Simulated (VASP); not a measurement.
Here is the system:

```
CELL_PARAMETERS angstrom
      0.00000     3.39345     3.39345
      3.39345     0.00000     3.39345
      3.39345     3.39345     0.00000
ATOMIC_POSITIONS crystal
  Ge 0.00000 0.00000 0.00000
  Zr 0.50000 0.50000 0.50000
  Zr 0.25000 0.25000 0.25000
  Zr 0.75000 0.75000 0.75000
```

Method: PBEsol GGA, VASP's PBE PAW potentials (set 64) (plane waves; VASP). Settings: 400 eV cut-off, Gaussian smearing of 0.050 eV, potentials Ge_d Zr_sv.

Problem. What does the run give for the band gap (along the path) with the smallest direct gap where there is one?

Solution. 
```yaml
band gap (along the path): none (metal, semimetal or under 0.01 eV)
```

The structure was generated: Zr3Ge was put into the D03 type (Fm-3m), which need not be its known phase. It was relaxed first, which changed the volume by -27 %.
